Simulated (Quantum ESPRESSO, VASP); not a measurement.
An input for Quantum ESPRESSO (PBEsol, PSlibrary PAW (PBE) pseudopotentials):

```
&control
 calculation = 'scf',
 prefix = 'lub2ru3',
 outdir = './out',
 pseudo_dir = './',
 tprnfor = .true.,
 tstress = .true.,
/
&system
 ibrav = 4,
 celldm(1) = 10.2778232157,
 celldm(3) = 0.553540419421,
 nat = 6,
 ntyp = 3,
 ecutwfc = 60,
 ecutrho = 480,
 occupations = 'smearing',
 smearing = 'gauss',
 degauss = 0.019992,
 input_dft = 'pbesol',
/
&electrons
 conv_thr = 1e-10,
/
ATOMIC_SPECIES
Lu   174.9668  Lu.pbe-spdn-kjpaw_psl.1.0.0.UPF
B     10.8100  B.pbe-n-kjpaw_psl.1.0.0.UPF
Ru   101.0700  Ru.pbe-spn-kjpaw_psl.1.0.0.UPF
ATOMIC_POSITIONS angstrom
Lu    0.0000000000    0.0000000000    0.0000000000
B     2.7193949117    1.5700433843    0.0000000000
B     0.0000000000    3.1400867686    0.0000000000
Ru    2.7193949117    0.0000000000    1.5052950000
Ru    1.3596974558    2.3550650765    1.5052950000
Ru   -1.3596974558    2.3550650765    1.5052950000
K_POINTS automatic
6 6 9  0 0 0
```

**Question.** Write the VASP files for the same calculation.

**Answer.** One set of files that does it:

**POSCAR**
```
LuB2Ru3
1
    5.4387900000     0.0000000000     0.0000000000
   -2.7193950000     4.7101300000     0.0000000000
    0.0000000000     0.0000000000     3.0105900000
Lu B Ru
1 2 3
Direct
  0.0000000000   0.0000000000   0.0000000000
  0.6666670000   0.3333330000   0.0000000000
  0.3333330000   0.6666670000   0.0000000000
  0.5000000000   0.0000000000   0.5000000000
  0.5000000000   0.5000000000   0.5000000000
  0.0000000000   0.5000000000   0.5000000000
```

### INCAR
```
SYSTEM = LuB2Ru3
PREC = Accurate
ENCUT = 400
EDIFF = 1E-6
NELM = 100
ALGO = Normal
LREAL = .FALSE.
LASPH = .TRUE.
ISMEAR = 0
SIGMA = 0.272
GGA = PS
LMAXMIX = 6
LWAVE = .FALSE.
LCHARG = .FALSE.
ISIF = 2
```

### KPOINTS
```
Automatic mesh
0
gamma
  6 6 9
```

POTCAR, in this order: Lu_3 B Ru_pv (PBE.64 set). Program: vasp_std.

Both are inputs of real runs that ended normally. What can't carry over is the choice of potentials or basis and its cut-off, and each code's defaults.

The structure comes from a computed database's LuB2Ru3 entry (P6/mmm); how it stands against other phases isn't given here. The cell was not relaxed at this level, and it may have been scaled.
